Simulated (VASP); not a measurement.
The cell holds one BaF₂ (fluorite) (111) slab, with vacuum along c, ions free to move until forces fall under 0.03 eV/Å, no reconstruction beyond this cell, dipole correction on.

Given:

```
CELL_PARAMETERS angstrom
      4.40338     0.00000     0.00000
     -2.20169     3.81343     0.00000
      0.00000     0.00000    25.85210
ATOMIC_POSITIONS crystal
  F  0.66667 0.33333 0.32842
  F  0.33333 0.66667 0.46360
  F  0.00000 0.00000 0.39590
  F  0.00000 0.00000 0.60410
  F  0.66667 0.33333 0.53640
  F  0.33333 0.66667 0.67158
  Ba 0.33333 0.66667 0.36023
  Ba 0.00000 0.00000 0.50000
  Ba 0.66667 0.33333 0.63977
```

Method: r2SCAN meta-GGA, VASP's PBE PAW potentials (set 64) (plane waves; VASP). Run with 450 eV cut-off, 5×5×1 Γ-centred mesh, Gaussian smearing of 0.050 eV, potentials F Ba_sv.

Slab and bulk use different k-meshes, so the surface energy is good to a few per cent at best.

Problem. Predict its surface energy.

Solution. 
| Item | Result |
|---|---|
| surface energy | 0.35 J/m² |

The cell is a thin slab with vacuum, built from BaF2 (fluorite): (111) face.
